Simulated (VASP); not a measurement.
Consider the following.

```
BiIn
1.0
    0.00000     3.35963     3.35963
    3.35963     0.00000     3.35963
    3.35963     3.35963     0.00000
In Bi
1 1
Direct
  0.00000   0.00000   0.00000
  0.25000   0.25000   0.25000
```

Computed with PBEsol GGA, VASP's PBE PAW potentials (set 64) (plane waves; VASP 6.6.1). Run with 400 eV cut-off, Gaussian smearing of 0.050 eV, potentials In_d Bi_d.

Question: Give the energies of bands 12 to 17 at the high-symmetry points, in eV from the Fermi level.

Answer: 
| band | Γ | X | U | L | W |
|---|---|---|---|---|---|
| 12 | -1.82 | -5.75 | -5.65 | -5.52 | -5.65 |
| 13 | 0.07 | -2.08 | -2.88 | -0.90 | -2.65 |
| 14 | 0.07 | -2.08 | -1.75 | -0.90 | -2.49 |
| 15 | 0.07 | 1.10 | 1.38 | -0.14 | 3.26 |
| 16 | 2.90 | 1.26 | 3.44 | 3.76 | 3.45 |
| 17 | 2.90 | 7.64 | 5.62 | 3.76 | 3.95 |

It has no gap at this level: it comes out as a metal or semimetal.

The structure was generated: InBi was put into the zinc blende type (F-43m), which need not be its known phase. It was relaxed first.
